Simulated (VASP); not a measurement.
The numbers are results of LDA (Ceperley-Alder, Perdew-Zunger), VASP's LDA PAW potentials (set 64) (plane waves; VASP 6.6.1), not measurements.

Input for VASP

INCAR:
```
SYSTEM = HfB2
PREC = Accurate
ENCUT = 200
EDIFF = 1E-6
NELM = 100
ALGO = Normal
LREAL = .FALSE.
LASPH = .TRUE.
ISMEAR = 0
SIGMA = 0.5
LMAXMIX = 6
LWAVE = .FALSE.
LCHARG = .FALSE.
ISIF = 2
```

KPOINTS:
```
K-points
0
gamma
  8 8 8
```

POSCAR:
```
HfB2
1
    3.1627540000     0.0000000000     0.0000000000
   -1.5813770000     2.7390250000     0.0000000000
    0.0000000000     0.0000000000     3.5126100000
Hf B
1 2
Direct
  0.0000000000   0.0000000000   0.0000000000
  0.3333330000   0.6666670000   0.5000000000
  0.6666670000   0.3333330000   0.5000000000
```

POTCAR, in this order: Hf_pv B (LDA.64 set). Program: vasp_std.

The run wrote:

OUTCAR:
```
 ion  position               nearest neighbor table
   1  0.000  0.000  0.000-   2 2.53   3 2.53   2 2.53   3 2.53   2 2.53   2 2.53   3 2.53   3 2.53
                             3 2.53   3 2.53   2 2.53   2 2.53
   2  0.333  0.667  0.500-   3 1.83   3 1.83   3 1.83   1 2.53   1 2.53   1 2.53   1 2.53   1 2.53
                             1 2.53
   3  0.667  0.333  0.500-   2 1.83   2 1.83   2 1.83   1 2.53   1 2.53   1 2.53   1 2.53   1 2.53
                             1 2.53
  LATTYP: Found a hexagonal cell.
 ALAT       =     3.1627540000
 C/A-ratio  =     1.1106175188
 Subroutine PRICEL returns:
 Original cell was already a primitive cell.
 Subroutine GETGRP returns: Found 24 space group operations
The static configuration has the point symmetry D_6h.
The dynamic configuration has the point symmetry D_6h.
 Subroutine INISYM returns: Found 24 space group operations
 Subroutine IBZKPT returns following result:
 Found     50 irreducible k-points:

 Following reciprocal coordinates:
            Coordinates               Weight
  0.000000  0.000000  0.000000      1.000000
  0.125000  0.000000  0.000000      6.000000
  0.250000  0.000000  0.000000      6.000000
  0.375000  0.000000  0.000000      6.000000
  0.500000  0.000000  0.000000      3.000000
  0.125000  0.125000  0.000000      6.000000
  0.250000  0.125000  0.000000     12.000000
  0.375000  0.125000  0.000000     12.000000
  0.250000  0.250000  0.000000      6.000000
  0.375000  0.250000  0.000000      6.000000
  0.000000  0.000000  0.125000      2.000000
  0.125000  0.000000  0.125000     12.000000
  0.250000  0.000000  0.125000     12.000000
  0.375000  0.000000  0.125000     12.000000
  0.500000  0.000000  0.125000      6.000000
  0.125000  0.125000  0.125000     12.000000
  0.250000  0.125000  0.125000     24.000000
  0.375000  0.125000  0.125000     24.000000
  0.250000  0.250000  0.125000     12.000000
  0.375000  0.250000  0.125000     12.000000
  0.000000  0.000000  0.250000      2.000000
  0.125000  0.000000  0.250000     12.000000
  0.250000  0.000000  0.250000     12.000000
  0.375000  0.000000  0.250000     12.000000
  0.500000  0.000000  0.250000      6.000000
  0.125000  0.125000  0.250000     12.000000
  0.250000  0.125000  0.250000     24.000000
  0.375000  0.125000  0.250000     24.000000
  0.250000  0.250000  0.250000     12.000000
  0.375000  0.250000  0.250000     12.000000
  0.000000  0.000000  0.375000      2.000000
  0.125000  0.000000  0.375000     12.000000
  0.250000  0.000000  0.375000     12.000000
  0.375000  0.000000  0.375000     12.000000
  0.500000  0.000000  0.375000      6.000000
  0.125000  0.125000  0.375000     12.000000
  0.250000  0.125000  0.375000     24.000000
  0.375000  0.125000  0.375000     24.000000
  0.250000  0.250000  0.375000     12.000000
  0.375000  0.250000  0.375000     12.000000
   k-points           NKPTS =     50   k-points in BZ     NKDIM =     50   number of bands    NBANDS=     12
   number of dos      NEDOS =    301   number of ions     NIONS =      3
   total plane-waves  NPLWV =   4096
   dimension x,y,z NGX =    16 NGY =   16 NGZ =   16
   dimension x,y,z NGXF=    32 NGYF=   32 NGZF=   32
   ions per type =               1   2
   PREC   = accura    normal or accurate (medium, high low for compatibility)
   ISTART =      0    job   : 0-new  1-cont  2-samecut
   ICHARG =      2    charge: 1-file 2-atom 10-const
   ISPIN  =      1    spin polarized calculation?
   LNONCOLLINEAR =      F non collinear calculations
   LSORBIT =      F    spin-orbit coupling
   INIWAV =      1    electr: 0-lowe 1-rand  2-diag
   ENCUT  =  200.0 eV  14.70 Ry    3.83 a.u.   3.65  3.65  4.05*2*pi/ulx,y,z
...
```

**OSZICAR**
```
       N       E                     dE             d eps       ncg     rms          rms(c)
DAV:   1    -0.289970983487E+01   -0.28997E+01   -0.47234E+03  1324   0.588E+02
DAV:   2    -0.301292625564E+02   -0.27230E+02   -0.26013E+02  1460   0.137E+02
DAV:   3    -0.307561618085E+02   -0.62690E+00   -0.62271E+00  1572   0.176E+01
DAV:   4    -0.307601156438E+02   -0.39538E-02   -0.39513E-02  1428   0.142E+00
DAV:   5    -0.307601652034E+02   -0.49560E-04   -0.49551E-04  1560   0.117E-01    0.483E+01
DAV:   6    -0.285636468012E+02    0.21965E+01   -0.51333E+00  1440   0.141E+01    0.353E+01
DAV:   7    -0.285008359142E+02    0.62811E-01   -0.14445E+00  1492   0.789E+00    0.113E+01
DAV:   8    -0.284502992606E+02    0.50537E-01   -0.38348E-01  1408   0.400E+00    0.130E+00
DAV:   9    -0.284452945341E+02    0.50047E-02   -0.35272E-02  1432   0.127E+00    0.363E-01
DAV:  10    -0.284450408580E+02    0.25368E-03   -0.13544E-03  1440   0.269E-01    0.274E-01
DAV:  11    -0.284450426827E+02   -0.18247E-05   -0.68638E-05  1448   0.642E-02    0.990E-02
DAV:  12    -0.284450421974E+02    0.48538E-06   -0.53279E-06  1420   0.185E-02
   1 F= -.28445042E+02 E0= -.28426029E+02  d E =-.380256E-01
```

**OUTCAR**
```
------------------------ aborting loop because EDIFF is reached ----------------------------------------
  FORCE on cell =-STRESS in cart. coord.  units (eV):
  Direction    XX          YY          ZZ          XY          YZ          ZX
  --------------------------------------------------------------------------------------
  Total       -4.9740534     -4.9740523     -5.7386957      0.0000000      0.0000000     -0.0000000
  in kB     -261.8964951   -261.8964359   -302.1568428      0.0000000      0.0000000     -0.0000000
  external PRESSURE =    -275.3165913 kB  Pullay stress =       0.0000000 kB
  volume of cell :       30.43
      direct lattice vectors                 reciprocal lattice vectors
     3.162754000  0.000000000  0.000000000     0.316180139  0.182546709  0.000000000
    -1.581377000  2.739025000  0.000000000     0.000000000  0.365093418  0.000000000
     0.000000000  0.000000000  3.512610000     0.000000000  0.000000000  0.284688593
 POSITION                                       TOTAL-FORCE (eV/Angst)
 -----------------------------------------------------------------------------------
      0.00000      0.00000      0.00000        -0.000000      0.000000      0.000000
     -0.00000      1.82602      1.75631         0.000000     -0.000000      0.000000
      1.58138      0.91301      1.75631         0.000000      0.000000     -0.000000
 -----------------------------------------------------------------------------------
    total drift:                               -0.000000      0.000000      0.000000
  FREE ENERGIE OF THE ION-ELECTRON SYSTEM (eV)
  ---------------------------------------------------
  free  energy   TOTEN  =       -28.4450421974 eV

  energy  without entropy=      -28.4070165556  energy(sigma->0) =      -28.42602938
```
(Selected blocks of OUTCAR.)

At this cut-off the stress carries a Pulay error, which pulls relaxed volumes low.

The structure comes from a computed database's HfB2 entry; how it stands against other phases isn't given here. The cell was not relaxed at this level. The run is one of a series of settings (ENCUT = 200, GGA removed, ISMEAR = 0, SIGMA = 0.5, KPOINTS 8×8×8 Γ-centred mesh, POTCAR Hf_pv B (LDA.64 set) against the base run), some of them coarse on purpose.
